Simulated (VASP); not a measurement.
Calculation: r2SCAN meta-GGA, VASP's PBE PAW potentials (set 64) (plane waves; VASP).

The input files of a VASP run:

**INCAR**
```
! general
SYSTEM =Ru
PREC   =Accurate
ENCUT  =480
LREAL  =F
LASPH  =T

! electronic loop
EDIFF  =1E-7
NELM   =100
ALGO   =Normal
LMAXMIX=4
LMIXTAU=T

! smearing
ISMEAR =1
SIGMA  =0.1

! functional
METAGGA=R2SCAN

! ions
ISIF   =2

! output
LWAVE  =F
LCHARG =F
```

File KPOINTS:
```
Automatic mesh
0
Gamma
14 14 8
0 0 0
```

### POSCAR
```
Ru
1
    1.3535241152    -2.3443726921     0.0117218635
    1.3535241152     2.3443726921    -0.0117218635
    0.0000000000    -0.0213150803     4.2630160580
Ru
2
Direct
  0.3333330000   0.6666670000   0.2500000000
  0.6666670000   0.3333330000   0.7500000000
```

POTCAR, in this order: Ru_pv (PBE.64 set). Program: vasp_std.

What VASP printed:

OSZICAR:
```
       N       E                     dE             d eps       ncg     rms          rms(c)
DAV:   1     0.242247981895E+03    0.24225E+03   -0.17797E+04 15508   0.168E+03
DAV:   2    -0.546340048193E+02   -0.29688E+03   -0.29132E+03 16384   0.496E+02
DAV:   3    -0.613919538002E+02   -0.67579E+01   -0.65845E+01 16216   0.806E+01
DAV:   4    -0.614751748080E+02   -0.83221E-01   -0.83073E-01 20314   0.751E+00
DAV:   5    -0.614764024134E+02   -0.12276E-02   -0.12275E-02 17302   0.780E-01    0.229E+01
DAV:   6    -0.515054289821E+02    0.99710E+01   -0.12115E+01 15462   0.406E+01    0.189E+00
DAV:   7    -0.502207759238E+02    0.12847E+01   -0.55464E-01 15722   0.739E+00    0.817E-01
DAV:   8    -0.507658478896E+02   -0.54507E+00   -0.64317E-01 15502   0.658E+00    0.156E+00
DAV:   9    -0.507722215600E+02   -0.63737E-02   -0.11997E-02 15730   0.118E+00    0.782E-01
DAV:  10    -0.508425935478E+02   -0.70372E-01   -0.12366E-02 15512   0.127E+00    0.440E-01
DAV:  11    -0.508421945301E+02    0.39902E-03   -0.31579E-03 16230   0.581E-01    0.220E-01
DAV:  12    -0.508453490834E+02   -0.31546E-02   -0.64054E-03 15646   0.824E-01    0.129E-01
DAV:  13    -0.508475381124E+02   -0.21890E-02   -0.97814E-04 15668   0.319E-01    0.470E-02
DAV:  14    -0.508482763451E+02   -0.73823E-03   -0.56606E-04 15644   0.258E-01    0.209E-02
DAV:  15    -0.508481689645E+02    0.10738E-03   -0.66395E-05 17010   0.799E-02    0.316E-02
DAV:  16    -0.508483517611E+02   -0.18280E-03   -0.12456E-04 15762   0.108E-01    0.158E-02
DAV:  17    -0.508483617764E+02   -0.10015E-04   -0.19203E-05 15960   0.313E-02    0.741E-03
DAV:  18    -0.508483617220E+02    0.54366E-07   -0.42447E-07 21472   0.429E-03
   1 F= -.50848362E+02 E0= -.50847946E+02  d E =-.124728E-02
```

**OUTCAR**
```
------------------------ aborting loop because EDIFF is reached ----------------------------------------
  FORCE on cell =-STRESS in cart. coord.  units (eV):
  Direction    XX          YY          ZZ          XY          YZ          ZX
  --------------------------------------------------------------------------------------
  Total        0.0944450      0.0982511      0.1006368      0.0000000      0.3406033      0.0000000
  in kB        5.5932037      5.8186119      5.9598980      0.0000000     20.1711488      0.0000000
  external PRESSURE =       5.7905712 kB  Pullay stress =       0.0000000 kB
  volume of cell :       27.05
      direct lattice vectors                 reciprocal lattice vectors
     1.353524115 -2.344372692  0.011721864     0.369406052 -0.213282002 -0.001066410
     1.353524115  2.344372692 -0.011721864     0.369406052  0.213282002  0.001066410
     0.000000000 -0.021315080  4.263016058     0.000000000  0.001172908  0.234581570
 POSITION                                       TOTAL-FORCE (eV/Angst)
 -----------------------------------------------------------------------------------
      1.35352      0.77613      1.06185         0.000000      0.001703     -0.000064
      1.35352     -0.79745      3.20117         0.000000     -0.001703      0.000064
 -----------------------------------------------------------------------------------
    total drift:                                0.000000     -0.000000      0.000000
  FREE ENERGIE OF THE ION-ELECTRON SYSTEM (eV)
  ---------------------------------------------------
  free  energy   TOTEN  =       -50.8483617220 eV

  energy  without entropy=      -50.8471144428  energy(sigma->0) =      -50.84794596
```
(Selected blocks of OUTCAR.)

The compound is Ru in the hcp structure. This cell was strained or had an atom moved on purpose.
